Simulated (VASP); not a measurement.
Here is a VASP 6.6.1 calculation.

Contents of INCAR:

```
SYSTEM = SnTe
PREC     = Accurate       ! precision mode
ENCUT    = 600            ! plane-wave cutoff, eV
EDIFF    = 1E-7           ! SCF threshold, eV
ISMEAR   = 0              ! smearing method
SIGMA    = 0.03           ! smearing width, eV
LREAL    = .FALSE.        ! projectors in reciprocal space
LASPH    = .TRUE.         ! aspherical terms in the spheres
NELM     = 80             ! most SCF steps
ALGO     = Normal         ! electronic algorithm
ISIF     = 3              ! what is computed and relaxed
LWAVE    = .FALSE.        ! write WAVECAR
LCHARG   = .FALSE.        ! write CHGCAR
GGA      = PS             ! functional
IBRION   = 2              ! ionic algorithm
NSW      = 90             ! ionic steps
EDIFFG   = -0.005         ! ionic threshold
KPAR     = 4
```

The input KPOINTS:

```
Automatic mesh
0
G
  10 10 10
  0 0 0
```

Contents of POSCAR:

```
SnTe                                    
1.0
    0.0000000000      3.1448388752      3.1448388752
    3.1448388752     -0.0000000000      3.1448388752
    3.1448388752      3.1448388752      0.0000000000
  Sn              Te            
     1     1
Direct
     0.0000000000000000    0.0000000000000000    0.0000000000000000
     0.5000000000000000    0.5000000000000000    0.5000000000000000
```

Potentials or basis: VASP PAW PBE potentials, release 64 (Sn_d, Te).

Run with:

```sh
$ cat potpaw_PBE.64/Sn_d/POTCAR potpaw_PBE.64/Te/POTCAR > POTCAR
$ mpirun -np 4 vasp_std > vasp.out
```

**Question.** Estimate the band gap on the k mesh.

**Answer.** 0.16 eV, direct.

Final structure:
```yaml
crystal:
  lattice:
    - [0.00000, 3.14484, 3.14484]
    - [3.14484, 0.00000, 3.14484]
    - [3.14484, 3.14484, 0.00000]
  atoms:
    - { symbol: Sn, position: [0.00000, 0.00000, 0.00000] }
    - { symbol: Te, position: [0.50000, 0.50000, 0.50000] }
```

Caveat: the relaxation stopped at its first step, so nothing moved; spin-orbit coupling is left out, which moves the levels of the heavy elements. A k mesh can miss the band edges.
